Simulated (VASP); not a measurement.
Output of a VASP run:

**OUTCAR**
```
 ion  position               nearest neighbor table
   1  0.000  0.000  0.000-   2 2.47   3 2.47   3 2.47   2 2.47   3 2.47   2 2.47
   2  0.333  0.667  0.266-   1 2.47   1 2.47   1 2.47
   3  0.667  0.333  0.734-   1 2.47   1 2.47   1 2.47
  LATTYP: Found a hexagonal cell.
 ALAT       =     3.6956527239
 C/A-ratio  =     1.2725386287
 Subroutine PRICEL returns:
 Original cell was already a primitive cell.
 Subroutine GETGRP returns: Found 12 space group operations
The static configuration has the point symmetry D_3d.
The dynamic configuration has the point symmetry D_3d.
 Subroutine INISYM returns: Found 12 space group operations
 Subroutine IBZKPT returns following result:
 Found     69 irreducible k-points:

 Following reciprocal coordinates:
            Coordinates               Weight
  0.000000  0.000000  0.000000      1.000000
  0.111111  0.000000  0.000000      6.000000
  0.222222  0.000000  0.000000      6.000000
  0.333333  0.000000  0.000000      6.000000
  0.444444  0.000000  0.000000      6.000000
  0.111111  0.111111  0.000000      6.000000
  0.222222  0.111111  0.000000     12.000000
  0.333333  0.111111  0.000000     12.000000
  0.444444  0.111111  0.000000      6.000000
  0.222222  0.222222  0.000000      6.000000
  0.333333  0.222222  0.000000     12.000000
  0.333333  0.333333  0.000000      2.000000
  0.000000  0.000000  0.142857      2.000000
  0.111111  0.000000  0.142857      6.000000
  0.000000  0.111111  0.142857      6.000000
  0.222222  0.000000  0.142857      6.000000
  0.000000  0.222222  0.142857      6.000000
  0.333333  0.000000  0.142857      6.000000
  0.000000  0.333333  0.142857      6.000000
  0.444444  0.000000  0.142857      6.000000
  0.000000  0.444444  0.142857      6.000000
  0.111111  0.111111  0.142857     12.000000
  0.222222  0.111111  0.142857     12.000000
 -0.111111  0.333333  0.142857     12.000000
  0.333333  0.111111  0.142857     12.000000
 -0.111111  0.444444  0.142857     12.000000
  0.444444  0.111111  0.142857     12.000000
  0.222222  0.222222  0.142857     12.000000
  0.333333  0.222222  0.142857     12.000000
 -0.222222 -0.444444  0.142857     12.000000
  0.333333  0.333333  0.142857      4.000000
  0.000000  0.000000  0.285714      2.000000
  0.111111  0.000000  0.285714      6.000000
  0.000000  0.111111  0.285714      6.000000
  0.222222  0.000000  0.285714      6.000000
  0.000000  0.222222  0.285714      6.000000
  0.333333  0.000000  0.285714      6.000000
  0.000000  0.333333  0.285714      6.000000
  0.444444  0.000000  0.285714      6.000000
  0.000000  0.444444  0.285714      6.000000
   k-points           NKPTS =     69   k-points in BZ     NKDIM =     69   number of bands    NBANDS=     15
   number of dos      NEDOS =    301   number of ions     NIONS =      3
   total plane-waves  NPLWV =  28224
   dimension x,y,z NGX =    28 NGY =   28 NGZ =   36
   dimension x,y,z NGXF=    56 NGYF=   56 NGZF=   72
   ions per type =               1   2
   PREC   = accura    normal or accurate (medium, high low for compatibility)
   ISTART =      0    job   : 0-new  1-cont  2-samecut
   ICHARG =      2    charge: 1-file 2-atom 10-const
   ISPIN  =      1    spin polarized calculation?
   LNONCOLLINEAR =      F non collinear calculations
   LSORBIT =      F    spin-orbit coupling
   INIWAV =      1    electr: 0-lowe 1-rand  2-diag
   ENCUT  =  520.0 eV  38.22 Ry    6.18 a.u.   6.87  6.87  8.74*2*pi/ulx,y,z
   NELM   =    100;   NELMIN=  2; NELMDL= -5     # of ELM steps
   EDIFF  = 0.1E-06   stopping-criterion for ELM
   LREAL  =      F    real-space projection
   NLSPLINE    = F    spline interpolate recip. space projectors
   LMAXMIX     =    6 max onsite mixed and CHGCAR
   VOSKOWN=      0    Vosko Wilk Nusair interpolation
   EDIFFG = -.1E-01   stopping-criterion for IOM
   NSW    =     30    number of steps for IOM
...
```

OSZICAR:
```
...
DAV:   3    -0.140298596840E+02    0.20764E-02   -0.48991E-03  2509   0.521E-01    0.192E-01
DAV:   4    -0.140297448909E+02    0.11479E-03   -0.96633E-04  2427   0.231E-01    0.684E-02
DAV:   5    -0.140297368563E+02    0.80346E-05   -0.81015E-05  2217   0.793E-02    0.269E-02
DAV:   6    -0.140297344189E+02    0.24374E-05   -0.17628E-05  2511   0.387E-02    0.905E-03
DAV:   7    -0.140297344412E+02   -0.22302E-07   -0.26113E-06  2161   0.116E-02    0.354E-03
DAV:   8    -0.140297344097E+02    0.31556E-07   -0.21383E-07  1884   0.441E-03
   2 F= -.15602965E+02 E0= -.15602797E+02  d E =-.366894E-01
       N       E                     dE             d eps       ncg     rms          rms(c)
DAV:   1    -0.140334098071E+02   -0.36754E-02   -0.10271E+00  2077   0.651E+00    0.540E-01
DAV:   2    -0.140346363376E+02   -0.12265E-02   -0.39118E-02  2483   0.131E+00    0.258E-01
DAV:   3    -0.140339826899E+02    0.65365E-03   -0.14468E-03  2322   0.287E-01    0.102E-01
DAV:   4    -0.140339437994E+02    0.38890E-04   -0.30814E-04  2427   0.141E-01    0.413E-02
DAV:   5    -0.140339391600E+02    0.46394E-05   -0.25222E-05  2266   0.499E-02    0.205E-02
DAV:   6    -0.140339374951E+02    0.16649E-05   -0.77694E-06  2308   0.205E-02    0.544E-03
DAV:   7    -0.140339374800E+02    0.15075E-07   -0.10554E-06  2329   0.755E-03    0.185E-03
DAV:   8    -0.140339374735E+02    0.65195E-08   -0.38703E-08  1098   0.208E-03
   3 F= -.15607909E+02 E0= -.15607803E+02  d E =-.416337E-01
       N       E                     dE             d eps       ncg     rms          rms(c)
DAV:   1    -0.140340143454E+02   -0.76865E-04   -0.53843E-03  2070   0.473E-01    0.388E-02
DAV:   2    -0.140340225178E+02   -0.81724E-05   -0.20481E-04  2504   0.950E-02    0.187E-02
DAV:   3    -0.140340200417E+02    0.24761E-05   -0.72887E-06  2315   0.206E-02    0.732E-03
DAV:   4    -0.140340203186E+02   -0.27697E-06   -0.15812E-06  2427   0.105E-02    0.299E-03
DAV:   5    -0.140340204120E+02   -0.93424E-07   -0.13624E-07  1085   0.379E-03
   4 F= -.15607941E+02 E0= -.15607826E+02  d E =-.416653E-01
       N       E                     dE             d eps       ncg     rms          rms(c)
DAV:   1    -0.140355696829E+02   -0.15494E-02   -0.65392E-02  2070   0.186E+00    0.164E-01
DAV:   2    -0.140348289990E+02    0.74068E-03   -0.23664E-03  2329   0.405E-01    0.869E-02
DAV:   3    -0.140346838238E+02    0.14518E-03   -0.44871E-04  2336   0.198E-01    0.443E-02
DAV:   4    -0.140346460932E+02    0.37731E-04   -0.11934E-04  2413   0.878E-02    0.171E-02
DAV:   5    -0.140346456052E+02    0.48799E-06   -0.13301E-05  2238   0.268E-02    0.652E-03
DAV:   6    -0.140346456861E+02   -0.80809E-07   -0.90351E-07  2595   0.809E-03
   5 F= -.15608581E+02 E0= -.15608447E+02  d E =-.640237E-03
       N       E                     dE             d eps       ncg     rms          rms(c)
DAV:   1    -0.140356922360E+02   -0.10466E-02   -0.60310E-02  2070   0.178E+00    0.157E-01
DAV:   2    -0.140350078843E+02    0.68435E-03   -0.21894E-03  2329   0.390E-01    0.836E-02
DAV:   3    -0.140348738535E+02    0.13403E-03   -0.41579E-04  2343   0.190E-01    0.426E-02
DAV:   4    -0.140348390217E+02    0.34832E-04   -0.11111E-04  2392   0.846E-02    0.164E-02
DAV:   5    -0.140348386166E+02    0.40516E-06   -0.12371E-05  2259   0.258E-02    0.629E-03
DAV:   6    -0.140348386950E+02   -0.78422E-07   -0.83956E-07  2567   0.780E-03
   6 F= -.15608786E+02 E0= -.15608635E+02  d E =-.845152E-03
```

### OUTCAR
```
------------------------ aborting loop because EDIFF is reached ----------------------------------------
 Edisp (eV)   -1.57395
  FORCE on cell =-STRESS in cart. coord.  units (eV):
  Direction    XX          YY          ZZ          XY          YZ          ZX
  --------------------------------------------------------------------------------------
  Total       1.85738     1.85738     1.85530     0.00000     0.00000     0.00000
  in kB      53.49789    53.49790    53.43786     0.00000     0.00000     0.00000
  external pressure =       53.48 kB  Pullay stress =        0.00 kB
  volume of cell :       55.63
      direct lattice vectors                 reciprocal lattice vectors
     1.868741880 -3.236756216 -0.000000000     0.267559691 -0.154475644  0.000000000
     1.868741880  3.236756216  0.000000000     0.267559691  0.154475644  0.000000000
    -0.000000000 -0.000000000  4.598177664     0.000000000 -0.000000000  0.217477460
 POSITION                                       TOTAL-FORCE (eV/Angst)
 -----------------------------------------------------------------------------------
      0.00000      0.00000      0.00000        -0.000000      0.000000      0.000000
      1.86874      1.07892      1.27097         0.000000     -0.000000      0.000007
      1.86874     -1.07892      3.32720        -0.000000      0.000000     -0.000007
 -----------------------------------------------------------------------------------
    total drift:                                0.000000     -0.000000      0.000000
  FREE ENERGIE OF THE ION-ELECTRON SYSTEM (eV)
  ---------------------------------------------------
  free  energy   TOTEN  =       -15.6087856843 eV

  energy  without entropy=      -15.6083347953  energy(sigma->0) =      -15.60863539

 reached required accuracy - stopping structural energy minimisation
```
(Selected blocks of OUTCAR.)

File POSCAR:
```
PtSe2
1
    1.8478262550    -3.2005292042     0.0000000000
    1.8478262550     3.2005292042     0.0000000000
    0.0000000000    -0.0000000000     4.7028608493
Pt Se
1 2
Direct
  0.0000000000   0.0000000000   0.0000000000
  0.3333330000   0.6666670000   0.2664774032
  0.6666670000   0.3333330000   0.7335225968
```

**Question.** Reconstruct the remaining input files.

**Answer.** This is not unique; one that fits is the input of the run itself, PBE GGA with D3 dispersion (Becke-Johnson damping), plane waves, VASP's PBE PAW potentials (set 64).

**INCAR**
```
LMAXMIX = 6
IBRION = 2
GGA = PE
EDIFFG = -0.01
ALGO = Normal
LASPH = .TRUE.   # aspherical one-centre terms
SYSTEM = PtSe2
ISIF = 4
NELM = 100   # most electronic steps
LCHARG = .FALSE.
ENCUT = 520   # plane-wave cut-off (eV)
EDIFF = 1E-7
SIGMA = 0.1   # width (eV)
LREAL = .FALSE.
PREC = Accurate
NSW = 30   # most ionic steps
IVDW = 12   # D3, Becke-Johnson
ISMEAR = 1   # Methfessel-Paxton
LWAVE = .FALSE.
```

KPOINTS:
```
kpoints
0
gamma
9 9 7
```

POTCAR, in this order: Pt Se (PBE.64 set). Program: vasp_std.

The compound is PtSe2 in the 1T layered structure. This cell is one point of a volume scan, at 0.94 of the reference volume. Symmetry was kept, so distortions that lower it aren't found.
